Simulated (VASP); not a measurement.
These are PW91 GGA, VASP's PBE PAW potentials (set 64) (plane waves; VASP 6.6.1) values and carry that method's errors.

Input for VASP

INCAR:
```
SYSTEM = BaF2
PREC = Accurate
ENCUT = 520
EDIFF = 1E-6
NELM = 100
ALGO = Normal
LREAL = .FALSE.
LASPH = .TRUE.
ISMEAR = 0
SIGMA = 0.05
GGA = 91
LMAXMIX = 4
LWAVE = .FALSE.
LCHARG = .FALSE.
IBRION = 2
ISIF = 3
NSW = 60
EDIFFG = -0.02
```

File POSCAR:
```
BaF2
1.0
  0.0000000000   3.1390760871   3.1390760871
  3.1390760871   0.0000000000   3.1390760871
  3.1390760871   3.1390760871   0.0000000000
Ba F
1 2
Cartesian
  6.2781521742   3.1390760871   3.1390760871
  1.5695380435   1.5695380435   1.5695380435
  4.7086141307   4.7086141307   4.7086141307
```

KPOINTS:
```
Automatic mesh
0
Gamma
6 6 6
0 0 0
```

POTCAR, in this order: Ba_sv F (PBE.64 set). Program: vasp_std.

Question: What will the output report for the number of irreducible k-points (NKPTS), largest plane-wave count, number of space-group operations, FFT grid (NGX, NGY, NGZ)?

Answer: 
```yaml
number of irreducible k-points (NKPTS): 16
largest_plane_wave_count: 1687
number_of_space_group_operations: 48
FFT grid (NGX, NGY, NGZ): 36 × 36 × 36
```

The compound is BaF2 in the fluorite structure. It was relaxed first. The start is the result of an earlier pass.
